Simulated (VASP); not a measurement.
An input for Quantum ESPRESSO's pw.x (written as the equivalent of a VASP run, and not itself run):

```
&CONTROL
  calculation = 'vc-relax'
  pseudo_dir = './pseudo'
  outdir = './out'
  tprnfor = .true.
  tstress = .true.
  nstep = 30
  forc_conv_thr = 0.00039
/
&SYSTEM
  ibrav = 0
  nat = 6
  ntyp = 2
  ecutwfc = 84
  occupations = 'smearing'
  smearing = 'gaussian'
  degauss = 0.003675
  input_dft = 'vdw-df2-b86r'
/
&ELECTRONS
  conv_thr = 7.3e-09
  electron_maxstep = 100
/
&IONS
/
&CELL
  cell_dofree = 'shape'
/
ATOMIC_SPECIES
  Ti 47.867 Ti.upf
  O 15.999 O.upf
CELL_PARAMETERS angstrom
     4.6150189    0.0000000    0.0000000
     0.0000000    4.6150189    0.0000000
     0.0000000    0.0000000    2.9605990
ATOMIC_POSITIONS crystal
  Ti   0.0000000  0.0000000  0.0000000
  Ti   0.5000000  0.5000000  0.5000000
  O    0.3042272  0.3042272  1.0000000
  O    0.8042272  0.1957728  0.5000000
  O    0.1957728  0.8042272  0.5000000
  O    0.6957728  0.6957728  0.0000000
K_POINTS automatic
  5 5 8 0 0 0
```

### Question
Translate this input to VASP (INCAR, KPOINTS, POSCAR, choice of POTCAR).

### Answer
This is not unique; one that fits is 
**POSCAR**
```
TiO2
1
    4.6150188636     0.0000000000     0.0000000000
    0.0000000000     4.6150188636     0.0000000000
    0.0000000000     0.0000000000     2.9605990104
Ti O
2 4
Direct
  0.0000000000   0.0000000000   0.0000000000
  0.5000000000   0.5000000000   0.5000000000
  0.3042272085   0.3042272085   1.0000000000
  0.8042272085   0.1957727915   0.5000000000
  0.1957727915   0.8042272085   0.5000000000
  0.6957727915   0.6957727915   0.0000000000
```

### KPOINTS
```
Automatic mesh
0
Gamma
5 5 8
0 0 0
```

### INCAR
```
SYSTEM = TiO2
PREC = Accurate
ENCUT = 520
EDIFF = 1E-7
NELM = 100
ALGO = Normal
LREAL = .FALSE.
LASPH = .TRUE.
ISMEAR = 0
SIGMA = 0.05
GGA = MK
PARAM1 = 0.1234568
PARAM2 = 0.7114
ZAB_VDW = -1.8867
LUSE_VDW = .TRUE.
AGGAC = 0.0
LMAXMIX = 4
LWAVE = .FALSE.
LCHARG = .FALSE.
ISIF = 4
IBRION = 2
NSW = 30
EDIFFG = -0.01
```

POTCAR, in this order: Ti_sv O (PBE.64 set). Program: vasp_std.

Limits of the translation: the potentials are each code's own (VASP's PAW set, PseudoDojo norm-conserving files in pw.x), so ENCUT and ecutwfc are chosen apart and not converted; conv_thr bounds pw.x's estimated SCF error, while EDIFF bounds the energy change between steps; forc_conv_thr acts on force components and is met together with etot_conv_thr.

The compound is TiO2 in the rutile structure. It was relaxed first.
